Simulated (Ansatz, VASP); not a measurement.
**LiBeF3 in VASP and in Ansatz**

INCAR

```
  PREC = Accurate
  ENCUT = 520
  EDIFF = 1E-6
  ISMEAR = 0
  SIGMA = 0.02
  LREAL = F
  LASPH = T
  NELM = 60
  ALGO = Normal
  ISIF = 2
  LWAVE = F
  LCHARG = F
  GGA = PE
  NBANDS = 21
```

File KPOINTS:

```
Automatic mesh
0
Gamma
  8 6 6
```

The input POSCAR:

```
LiBeF3
1.0
    2.7679917667      0.0000000000      0.0000000000
    0.0000000000      2.6139493035      4.0827080920
    0.0000000000     -2.6139493035      4.0827080920
Li Be F
1 1 3
Direct
    0.5000000000      0.6939360734      0.6939360734
    0.0000000000      0.0547817975      0.0547817975
    0.5000000000      0.9446222067      0.9446222067
    0.0000000000      0.9051570211      0.4010331212
    0.0000000000      0.4010331212      0.9051570211
```

Input for Ansatz:

```yaml
crystal:
  lattice:
    - [2.7679917667, 0.0, 0.0]
    - [0.0, 2.6139493035, 4.082708092]
    - [0.0, -2.6139493035, 4.082708092]
  atoms:
    - { symbol: Li, position: [0.5, 0.6939360734, 0.6939360734] }
    - { symbol: Be, position: [0.0, 0.0547817975, 0.0547817975] }
    - { symbol: F, position: [0.5, 0.9446222067, 0.9446222067] }
    - { symbol: F, position: [0.0, 0.9051570211, 0.4010331212] }
    - { symbol: F, position: [0.0, 0.4010331212, 0.9051570211] }
basis:
  ecutwfc: 420
kpoints:
  mp_grid: { grid: [8, 6, 6] }
hamiltonian:
  xc: pbe
scf:
  occupations: { method: gaussian, width: 0.02 }
output:
  forces: false
  stress: false
  eigenvalues: true
  eigenstates:
    kpoints:
      - [0.5, 0.5, 0.5]
      - [0.508810791, 0.5, 0.5]
      - [0.491189209, 0.5, 0.5]
      - [0.5, 0.508320459, 0.491679541]
      - [0.5, 0.491679541, 0.508320459]
      - [0.5, 0.512995663, 0.512995663]
      - [0.5, 0.487004337, 0.487004337]
      - [0.50623017, 0.505883453, 0.494116547]
      - [0.49376983, 0.494116547, 0.505883453]
      - [0.50623017, 0.509189322, 0.509189322]
      - [0.49376983, 0.490810678, 0.490810678]
      - [0.5, 0.515072775, 0.503305869]
      - [0.5, 0.484927225, 0.496694131]
      - [0.505086913, 0.512306869, 0.502699231]
      - [0.494913087, 0.487693131, 0.497300769]
      - [0.0, 0.0, 0.0]
      - [0.008810791, 0.0, 0.0]
      - [-0.008810791, 0.0, 0.0]
      - [0.0, 0.008320459, -0.008320459]
      - [0.0, -0.008320459, 0.008320459]
      - [0.0, 0.012995663, 0.012995663]
      - [0.0, -0.012995663, -0.012995663]
      - [0.00623017, 0.005883453, -0.005883453]
      - [-0.00623017, -0.005883453, 0.005883453]
      - [0.00623017, 0.009189322, 0.009189322]
      - [-0.00623017, -0.009189322, -0.009189322]
      - [0.0, 0.015072775, 0.003305869]
      - [0.0, -0.015072775, -0.003305869]
      - [0.005086913, 0.012306869, 0.002699231]
      - [-0.005086913, -0.012306869, -0.002699231]
    e_range: [-9.031738, 9.031738]
checkpoint:
  read: start.run
  write: ck
  compress: false
  write_wavefunctions: false
  write_every: 100000
```

The cell was built by a generator and needn't be a form met in nature.

Alike in both runs: task single point; functional PBE; k mesh 8 × 6 × 6; occupations gaussian, width 0.02 eV; no spin polarisation.

|  | VASP | Ansatz |
| --- | --- | --- |
| version | VASP 6.6.1 | Ansatz 0.2.0 |
| potentials or method | VASP PAW PBE potentials, release 64 (Li_sv, Be, F) | scalar-relativistic, plane waves, PAW |
| plane-wave cutoff (eV) | 520 | 420 |
| valence electrons in the cell | 26 | 26 |

|  | VASP | Ansatz | Ansatz less VASP |
| --- | --- | --- | --- |
| gap on the k mesh at the Fermi level (eV) | 7.52 | 7.53 | +0.013 |
| least direct gap on the mesh (eV) | 7.56 | 7.57 | +0.011 |

The functional is the same, so the differences come from potentials, cutoffs and numerics.

 A k mesh can miss the band edges. Expect the measured gap to be larger: semilocal functionals such as PBE lack the derivative discontinuity.
